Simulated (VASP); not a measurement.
Input:

```xyz
2
Lattice="0.0000 2.8405 2.8405 2.8405 0.0000 2.8405 2.8405 2.8405 0.0000" Properties=species:S:1:pos:R:3 pbc="T T T"
Zr     2.8405     2.8405     0.0000
S      1.4202     1.4202     1.4202
```

Computed with PBEsol GGA, VASP's PBE PAW potentials (set 64) (plane waves; VASP). Numerical set-up: 400 eV cut-off, Gaussian smearing of 0.050 eV, potentials Zr_sv S.

### Question
Estimate the band gap (along the path) with the smallest direct gap where there is one.

### Answer

```
Item                                                         Result
-------------------------  ----------------------------------------
band gap (along the path)  none (metal, semimetal or under 0.01 eV)
```

Total energies compare only between runs with the same potentials, cut-off and functional.

The structure was generated: ZrS was put into the zinc blende type (F-43m), which need not be its known phase. It was relaxed first, which changed the volume by -32 %.
